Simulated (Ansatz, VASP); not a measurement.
**SnSb2C (CuAu-ordered zincblende type (invented)) in two plane-wave programs**

One calculation is typed for both programs; each brings its own data sets. How far apart do they land? The cell is generated by rule, not measured, and may not be a known phase. The two relaxations start from unlike cells of this crystal (the structure described is Ansatz's start), so only their ends are compared.

Program: Ansatz 0.2.0. Level of theory: plane waves, with VASP 6.6.1 beside it; relaxation of cell and atoms at PBEsol. Results are calculated unless marked as measured.

## Step 1: The structure

The structure is tetragonal, space group P-4m2 (No. 115). The conventional cell has a = 4.074 Å, b = 4.074 Å, c = 5.762 Å, α = 90.00°, β = 90.00°, γ = 90.00°. Nearest to Sn lie 4 Sb at 2.50 Å. Nearest to C lie 4 Sb at 2.50 Å. Nearest to Sb lie 2 Sn at 2.50 Å and 2 C at 2.50 Å. Farther neighbours are not listed.

## Step 2: VASP: relaxation of cell and atoms, PBEsol

The relaxed volume is the usual yardstick between codes: in a stiff, nearly cubic crystal its relative difference is about their pressure difference at one cell divided by the bulk modulus.

Lines of VASP's logs that name or quote its potential files are left out, and so is its time.

Contents of INCAR:

```
SYSTEM = SnSb2C
PREC = Accurate
ENCUT = 600
EDIFF = 1E-07
NELM = 120
ISMEAR = 0
SIGMA = 0.1
LREAL = .FALSE.
ALGO = Normal
GGA = PS
NBANDS = 20
LORBIT = 11
LWAVE = .FALSE.
LCHARG = .FALSE.
ISIF = 3
IBRION = 2
NSW = 80
EDIFFG = -0.005
LASPH = .TRUE.
GGA_COMPAT = .FALSE.
NELMIN = 4
KPAR = 2
```

Contents of POSCAR:

```
SnSb2C
1.0
    4.3409934906      0.0000000000      0.0000000000
    0.0000000000      4.3409934906      0.0000000000
    0.0000000000      0.0000000000      5.3078877784
Sn C Sb
1 1 2
Direct
    0.0000000000      0.0000000000      0.0000000000
    0.5000000000      0.5000000000      0.5000000000
    0.0000000000      0.5000000000      0.3463554773
    0.5000000000      0.0000000000      0.6536445227
```

Contents of KPOINTS:

```
Automatic mesh
0
Gamma
6 6 4
0 0 0
```

Potentials, in the order of the species: Sn_d, C and Sb (PBE family, release 64).

Command:

```bash
$ mpirun -np 2 vasp_std
```

Numbers of over 12 decimals in the logs are rounded to 6 here.

Log:

```text
[banner, memory and clock lines left out]
running    2 mpi-ranks, on    1 nodes
 distrk:  each k-point on    1 cores,    2 groups
 distr:  one band on    1 cores,    1 groups

 POSCAR found type information on POSCAR SnC Sb
 POSCAR found :  3 types and       4 ions
|                                                                             |
|               ----> ADVICE to this user running VASP <----                  |
|                                                                             |
|     You enforced a specific xc type in the INCAR file but a different       |
|     [... a line on the potential file left out ...]
|     I HOPE YOU KNOW WHAT YOU ARE DOING!                                     |
|                                                                             |

 LDA part: xc-table for (Slater+PW92), standard interpolation
 POSCAR, INCAR and KPOINTS ok, starting setup
 FFT: planning ... GRIDC
 FFT: planning ... GRID_SOFT
 FFT: planning ... GRID
 WAVECAR not read
 entering main loop
       N       E                     dE             d eps       ncg     rms          rms(c)
DAV:   1     0.220549490960E+03    0.22055E+03   -0.13214E+04  1208   0.161E+03
DAV:   2     0.615425380820E+01   -0.21440E+03   -0.20674E+03  1268   0.384E+02
DAV:   3    -0.193641391616E+02   -0.25518E+02   -0.24491E+02  1516   0.118E+02
DAV:   4    -0.207291833327E+02   -0.13650E+01   -0.13458E+01  1448   0.271E+01
DAV:   5    -0.207741986840E+02   -0.45015E-01   -0.44969E-01  1724   0.520E+00    0.721E+00
DAV:   6    -0.195358114900E+02    0.12384E+01   -0.10951E+01  1700   0.142E+01    0.379E+00
DAV:   7    -0.194534285455E+02    0.82383E-01   -0.11651E+00  1280   0.512E+00    0.212E+00
DAV:   8    -0.194523914205E+02    0.10371E-02   -0.41374E-01  1508   0.271E+00    0.789E-01
DAV:   9    -0.194332418367E+02    0.19150E-01   -0.10891E-01  1516   0.146E+00    0.135E-01
DAV:  10    -0.194342538582E+02   -0.10120E-02   -0.10922E-02  1300   0.527E-01    0.633E-02
DAV:  11    -0.194343535631E+02   -0.99705E-04   -0.54133E-04  1512   0.135E-01    0.384E-02
DAV:  12    -0.194343614290E+02   -0.78659E-05   -0.64403E-05  1400   0.408E-02    0.857E-03
DAV:  13    -0.194343610107E+02    0.41830E-06   -0.17343E-05  1620   0.182E-02    0.728E-03
DAV:  14    -0.194343602999E+02    0.71077E-06   -0.27254E-06  1380   0.849E-03    0.407E-03
DAV:  15    -0.194343600732E+02    0.22669E-06   -0.17249E-06  1448   0.554E-03    0.860E-04
DAV:  16    -0.194343600774E+02   -0.41241E-08   -0.14304E-07   984   0.241E-03
   1 F= -.19434360E+02 E0= -.19431235E+02  d E =-.194344E+02
 curvature:   0.00 expect dE= 0.000E+00 dE for cont linesearch  0.000E+00
 trial: gam= 0.00000 g(F)=  0.248E-06 g(S)=  0.639E-05 ort = 0.000E+00 (trialstep = 0.100E+01)
 search vector abs. value=  0.664E-05
 bond charge predicted
       N       E                     dE             d eps       ncg     rms          rms(c)
DAV:   1    -0.194343874513E+02   -0.27378E-04   -0.61317E-04  1588   0.279E-01    0.267E-02
DAV:   2    -0.194343696174E+02    0.17834E-04   -0.44729E-05  1628   0.798E-02    0.124E-02
DAV:   3    -0.194343649908E+02    0.46266E-05   -0.10147E-05  1584   0.386E-02    0.356E-03
DAV:   4    -0.194343648709E+02    0.11986E-06   -0.10352E-06  1684   0.775E-03    0.155E-03
DAV:   5    -0.194343649976E+02   -0.12667E-06   -0.10639E-07   724   0.319E-03    0.627E-04
DAV:   6    -0.194343650580E+02   -0.60382E-07   -0.25051E-08   660   0.145E-03
   2 F= -.19434365E+02 E0= -.19431238E+02  d E =-.498064E-05
 trial-energy change:   -0.000005  1 .order   -0.000005   -0.000007   -0.000003
 step:   1.6584(harm=  1.6584)  dis= 0.00013  next Energy=   -19.434366 (dE=-0.551E-05)
 reached required accuracy - stopping structural energy minimisation
```

OUTCAR, selected parts (step 2):

```text
ion  position               nearest neighbor table
   1  0.000  0.000  0.000-   3 2.84   4 2.84   3 2.84   4 2.84
   2  0.500  0.500  0.500-   3 2.32   4 2.32   4 2.32   3 2.32
   3  0.000  0.500  0.346-   2 2.32   2 2.32   1 2.84   1 2.84   4 3.48   4 3.48   4 3.48   4 3.48

  LATTYP: Found a simple tetragonal cell.
 ALAT       =     4.3409934906
 C/A-ratio  =     1.2227357147

 Subroutine GETGRP returns: Found  8 space group operations
 (whereof  8 operations were pure point group operations)

The static configuration has the point symmetry D_2d.

 Found     30 irreducible k-points:

   k-points           NKPTS =     30   k-points in BZ     NKDIM =     30   number of bands    NBANDS=     20

   dimension x,y,z NGX =    36 NGY =   36 NGZ =   42
   dimension x,y,z NGXF=    72 NGYF=   72 NGZF=   84

   ENCUT  =  600.0 eV  44.10 Ry    6.64 a.u.   8.67  8.67 10.60*2*pi/ulx,y,z

   NELECT =      28.0000    total number of electrons

 k-points in reciprocal lattice and weights: Automatic mesh
   0.00000000  0.00000000  0.00000000       0.007
   0.16666667  0.00000000  0.00000000       0.028
   0.33333333  0.00000000  0.00000000       0.028
   0.50000000  0.00000000  0.00000000       0.014
   0.16666667  0.16666667  0.00000000       0.028
   0.33333333  0.16666667  0.00000000       0.056
   0.50000000  0.16666667  0.00000000       0.028
   0.33333333  0.33333333  0.00000000       0.028
   0.50000000  0.33333333  0.00000000       0.028
[...]
0.50000000  0.33333333  0.50000000       0.028
   0.50000000  0.50000000  0.50000000       0.007

 average (electrostatic) potential at core
       1-100.3392       2 -48.7763       3 -86.1041       4 -86.1041

 E-fermi :   6.5064

 k-point     1 :       0.0000    0.0000    0.0000
  band No.  band energies     occupation
    ...
     10       1.7488      2.00000
     11       3.4165      2.00000
     12       4.7788      2.00000
     13       5.9351      2.00000
     14       5.9351      2.00000
     15       6.6186      0.11279
     16       6.9424      0.00000
     17       9.2594      0.00000
     18       9.2594      0.00000
     19       9.3923      0.00000
    ...

 k-point     2 :       0.1667    0.0000    0.0000
  band No.  band energies     occupation
    ...
     11       3.2661      2.00000
     12       5.0474      2.00000
     13       5.5913      2.00000
     14       5.6884      2.00000
     15       6.1733      2.00000
     16       7.8300      0.00000
     17       9.1865      0.00000
     18       9.4192      0.00000
     19       9.7429      0.00000
     20      11.9477      0.00000

 k-point     3 :       0.3333    0.0000    0.0000
  band No.  band energies     occupation
    ...
     10       2.2616      2.00000
     11       2.3623      2.00000
     12       4.6973      2.00000
     13       5.1089      2.00000
     14       5.1213      2.00000
     15       7.7432      0.00000
     16       8.2658      0.00000
     17       9.2323      0.00000
     18       9.8084      0.00000
     19       9.8973      0.00000
    ...

  Total        0.0095287      0.0095287     -0.0102860      0.0000000     -0.0000000     -0.0000000
  in kB        0.1526810      0.1526810     -0.1648163      0.0000000     -0.0000000     -0.0000000
  external PRESSURE =       0.0468485 kB  Pullay stress =       0.0000000 kB

  energy-cutoff  :      600.00
  volume of cell :       99.99
      direct lattice vectors                 reciprocal lattice vectors
     4.340877189  0.000000000  0.000000000     0.230368185  0.000000000  0.000000000
     0.000000000  4.340877189  0.000000000     0.000000000  0.230368185  0.000000000
     0.000000000 -0.000000000  5.306427628     0.000000000 -0.000000000  0.188450700

 POSITION                                       TOTAL-FORCE (eV/Angst)
 -----------------------------------------------------------------------------------
      0.00000      0.00000      0.00000         0.000000      0.000000      0.000000
      2.17044      2.17044      2.65321         0.000000     -0.000000      0.000000
      0.00000      2.17044      1.83799         0.000000     -0.000000      0.002054
      2.17044     -0.00000      3.46844         0.000000      0.000000     -0.002054
 -----------------------------------------------------------------------------------
    total drift:                                0.000000      0.000000      0.000000

  FREE ENERGIE OF THE ION-ELECTRON SYSTEM (eV)
  ---------------------------------------------------
  free  energy   TOTEN  =       -19.4343650580 eV

  energy  without entropy=      -19.4281103577  energy(sigma->0) =      -19.43123771

 reached required accuracy - stopping structural energy minimisation

 total charge
# of ion       s       p       d       tot
------------------------------------------
    1        1.192   1.133   9.985  12.310
    2        0.948   1.251   0.000   2.199
    3        1.180   1.160   0.064   2.404
    4        1.180   1.160   0.064   2.404
--------------------------------------------------
tot          4.500   4.703  10.114  19.317

[... 3 further parts left out ...]
```

CONTCAR:

```
SnSb2C
   1.00000000000000
     4.3408771893390199    0.0000000000000000    0.0000000000000000
     0.0000000000000000    4.3408771893390199    0.0000000000000000
     0.0000000000000000   -0.0000000000000000    5.3064276276821456
  Sn              C               Sb
     1     1     2
Direct
     0.0000000000000000    0.0000000000000000    0.0000000000000000
     0.5000000000000000    0.5000000000000000    0.5000000000000000
     0.0000000000000000    0.5000000000000000    0.3463700502773638
     0.5000000000000000    0.0000000000000000    0.6536299497226362
```

The run keeps the 8 symmetry operations of its start, so it cannot find a distortion of lower symmetry.

(Part 1 of 2 ends here.)

[Lines on the potential files, build, host, timing and source positions are cut from VASP's logs without a mark.]

[Logs are printed without paths, hosts, clocks, repeated set-up lines and the standing remarks that a program may print on its own settings, such as how far it seeks lower states.]

[Hosts, paths, dates, database ids (printed as entryN), source tags and the programs' standing remarks are cut or masked in the printed files.]
